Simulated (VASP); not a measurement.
Method: PBE GGA, VASP's PBE PAW potentials (set 64) (plane waves; VASP).

A VASP calculation is set up with these files.

KPOINTS:
```
Regular mesh
0
gamma
 12 12 12
0 0 0
```

### POSCAR
```
AuZn
1
    3.0185600337     0.0000000000     0.0000000000
    0.0000000000     3.0185600337     0.0000000000
    0.0000000000     0.0000000000     3.0185600337
Zn Au
1 1
Direct
  0.5000000000   0.5000000000   0.5000000000
  0.0000000000   0.0000000000   0.0000000000
```

**INCAR**
```
SYSTEM = AuZn
PREC = Accurate; ENCUT = 500; LREAL = .False.
LASPH = .True.
EDIFF = 1E-6; NELM = 100; ALGO = Normal
LMAXMIX = 6
ISMEAR = 1; SIGMA = 0.1
GGA = PE
IBRION = 2; NSW = 40; ISIF = 3
EDIFFG = -0.02; PSTRESS = 450
LWAVE = .False.; LCHARG = .False.
```

POTCAR, in this order: Zn Au (PBE.64 set). Program: vasp_std.

Energy and stress use the plane-wave basis of the starting cell. Unless said otherwise, spin-orbit coupling is left out, though it shifts the bands of the heavy elements here.

Q: What does the run give for the energy per atom (σ→0), volume per atom, band gap (on the k-mesh)?

A: 
```json
{
  "energy per atom (σ→0)": "-2027 meV/atom",
  "band gap (on the k-mesh)": "none (metal, semimetal or under 0.01 eV)",
  "volume_per_atom": "13.07 Å³/atom"
}
```

**OSZICAR**
```
...
       N       E                     dE             d eps       ncg     rms          rms(c)
DAV:   1    -0.405618323861E+01    0.15347E-01   -0.21309E-02  2625   0.305E+00    0.256E-01
DAV:   2    -0.405486258686E+01    0.13207E-02   -0.38276E-03  2961   0.178E+00    0.102E-01
DAV:   3    -0.405475739183E+01    0.10520E-03   -0.27146E-04  2576   0.208E-01    0.619E-02
DAV:   4    -0.405473960369E+01    0.17788E-04   -0.12183E-05  3555   0.139E-01    0.344E-02
DAV:   5    -0.405473175310E+01    0.78506E-05   -0.84582E-06  3570   0.629E-02    0.265E-03
DAV:   6    -0.405473164584E+01    0.10726E-06   -0.11546E-06  1268   0.145E-02
   4 F= 0.32898963E+01 E0= 0.32900757E+01  d E =-.672581E-01
```

The compound is AuZn in the CsCl type structure. This run relaxes it under an external pressure of 45 GPa. Symmetry was kept, so distortions that lower it aren't found. The electron count is odd and the run is not spin-polarised, which forces a metal.
